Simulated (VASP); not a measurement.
A 63-atom supercell of MgO (rock salt) holds F on the O site with a neighbouring Mg vacancy in charge state +0. It is relaxed twice, with the total moment held at 1 and at 3 μB. Computed with PBE GGA, VASP's PBE PAW potentials (set 64) (plane waves; VASP 6.6.1). Numerical set-up: PREC = Normal, LREAL = Auto, ISYM = 0, EDIFF = 1E-5, 400 eV cut-off, 1×1×1 Γ-centred mesh, Gaussian smearing of 0.050 eV, potentials Mg O F.

The supercell is sampled at Γ alone, which is coarse: total energies, pressure and levels can be off, energies of defects by several tenths of an eV.

Which spin state lies lower, and by how much?

The state with 1 μB lies lower, by 4.42 eV.

The cell is a supercell with a defect, built from MgO (rock salt).
